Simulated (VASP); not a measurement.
Method: PBE0 hybrid, VASP's PBE PAW potentials (set 64) (plane waves; VASP 6.6.1).

VASP input:

### POSCAR
```
KF
1
    0.0000000000     2.6264284127     2.6264284127
    2.6264284127     0.0000000000     2.6264284127
    2.6264284127     2.6264284127     0.0000000000
K F
1 1
Direct
  0.0000000000   0.0000000000   0.0000000000
  0.5000000000   0.5000000000   0.5000000000
```

**INCAR**
```
SYSTEM = KF
PREC = Accurate
ENCUT = 520
EDIFF = 1E-6
NELM = 60
ALGO = Normal
LREAL = .FALSE.
LASPH = .TRUE.
ISMEAR = 0
SIGMA = 0.05
GGA = PE
AEXX = 0.25
HFRCUT = -1
LHFCALC = .TRUE.
PRECFOCK = Fast
ISYM = 3
LWAVE = .FALSE.
LCHARG = .FALSE.
ISIF = 2
```

### KPOINTS
```
Automatic mesh
0
Gamma
6 6 6
0 0 0
```

POTCAR, in this order: K_sv F (PBE.64 set). Program: vasp_std. Read from the step before: WAVECAR.

Output of the run:

### OSZICAR
```
       N       E                     dE             d eps       ncg     rms          rms(c)
DAV:   1    -0.104628114984E+02   -0.10463E+02   -0.18873E-01   384   0.601E+00    0.146E+00
DAV:   2    -0.104612876419E+02    0.15239E-02   -0.18029E-02   468   0.142E+00    0.798E-01
DAV:   3    -0.104603113984E+02    0.97624E-03   -0.43040E-03   448   0.605E-01    0.412E-01
DAV:   4    -0.104602259414E+02    0.85457E-04   -0.23834E-04   496   0.155E-01    0.235E-01
DAV:   5    -0.104601317411E+02    0.94200E-04   -0.12235E-04   468   0.116E-01    0.137E-01
DAV:   6    -0.104601121010E+02    0.19640E-04   -0.23786E-05   464   0.564E-02    0.816E-02
DAV:   7    -0.104601050706E+02    0.70304E-05   -0.34557E-06   440   0.239E-02    0.484E-02
DAV:   8    -0.104601033689E+02    0.17017E-05   -0.20596E-06   440   0.155E-02    0.288E-02
DAV:   9    -0.104601031829E+02    0.18603E-06   -0.62729E-07   300   0.942E-03
   1 F= -.10460103E+02 E0= -.10460103E+02  d E =-.777230E-12
```

### OUTCAR
```
------------------------ aborting loop because EDIFF is reached ----------------------------------------
  FORCE on cell =-STRESS in cart. coord.  units (eV):
  Direction    XX          YY          ZZ          XY          YZ          ZX
  --------------------------------------------------------------------------------------
  Total        0.5717899      0.5717899      0.5717899      0.0000000      0.0000000     -0.0000000
  in kB       25.2825219     25.2825219     25.2825219      0.0000000      0.0000000     -0.0000000
  external PRESSURE =      25.2825219 kB  Pullay stress =       0.0000000 kB
  volume of cell :       36.23
      direct lattice vectors                 reciprocal lattice vectors
     0.000000000  2.626428413  2.626428413    -0.190372598  0.190372598  0.190372598
     2.626428413  0.000000000  2.626428413     0.190372598 -0.190372598  0.190372598
     2.626428413  2.626428413  0.000000000     0.190372598  0.190372598 -0.190372598
  FREE ENERGIE OF THE ION-ELECTRON SYSTEM (eV)
  ---------------------------------------------------
  free  energy   TOTEN  =       -10.4601031829 eV

  energy  without entropy=      -10.4601031829  energy(sigma->0) =      -10.46010318

  exchange ACFDT corr.  =         0.00000000  see jH, gK, PRB 81, 115126
```
(Selected blocks of OUTCAR.)

The compound is KF in the rock salt structure. This cell is one point of a volume scan, at 0.91 of the reference volume. The cell's shape comes from a PBE relaxation.
